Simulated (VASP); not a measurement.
Input:

```
CELL_PARAMETERS angstrom
      1.47500    -2.55477     0.00000
      1.47500     2.55477     0.00000
      0.00000     0.00000     4.68000
ATOMIC_POSITIONS crystal
  Ti 0.33333 0.66667 0.25000
  Ti 0.66667 0.33333 0.75000
```

The numbers are results of PBE GGA, VASP's PBE PAW potentials (set 64) (plane waves; VASP 6.6.1), not measurements. Numerical set-up: 400 eV cut-off, 13×13×7 Γ-centred mesh, first-order Methfessel-Paxton smearing of 0.10 eV, potentials Ti_sv.

Energy and stress use the plane-wave basis of the starting cell.

### Question
The ions, cell shape and volume are relaxed. Which structure does the run end with?

### Answer

```
CELL_PARAMETERS angstrom
      1.46422    -2.53611     0.00000
      1.46422     2.53611     0.00000
      0.00000     0.00000     4.64226
ATOMIC_POSITIONS crystal
  Ti 0.33333 0.66667 0.25000
  Ti 0.66667 0.33333 0.75000
```
Space group P6_3/mmc (194), at a tolerance of 0.03 Å.

### Question
How do energy and volume change from the first to the last step?

### Answer
The energy (σ→0) changes by -3.1 meV/atom and the volume by -2.3 %, in 3 ionic steps.

The compound is Ti in the hcp structure. This run relaxes it. Symmetry was kept, so distortions that lower it aren't found.
